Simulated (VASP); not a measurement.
Given:

```
CELL_PARAMETERS angstrom
      2.01500    -3.49008     0.00000
      2.01500     3.49008     0.00000
      0.00000     0.00000     5.22000
ATOMIC_POSITIONS crystal
  Te 0.33333 0.66667 0.25400
  Te 0.66667 0.33333 0.74600
  Pt 0.00000 0.00000 0.00000
```
Cell charge -0.02.

The numbers are results of PBE GGA, VASP's PBE PAW potentials (set 64) (plane waves; VASP 6.6.1), not measurements. Run with NELECT = 22.02, 400 eV cut-off, 8×8×6 Γ-centred mesh, Gaussian smearing of 0.050 eV, potentials Te Pt.

The cell is charged, with a uniform compensating background. Unless said otherwise, spin-orbit coupling is left out, though it shifts the bands of the heavy elements here.

### Question
What does the run give for the energy per atom (σ→0), pressure, band gap (on the k-mesh) with the smallest direct gap where there is one?

### Answer

```yaml
band gap (on the k-mesh): none (metal, semimetal or under 0.01 eV)
energy per atom (σ→0): -4.443 eV/atom
pressure: 6.27 GPa
```

The absolute energy has meaning only against runs of the same code, potentials and settings.

The compound is PtTe2 in the 1T layered structure. The cell was not relaxed at this level. The run is one of a series of settings (ISMEAR = 0, NELECT = 22.02, SIGMA = 0.05 against the base run), some of them coarse on purpose.
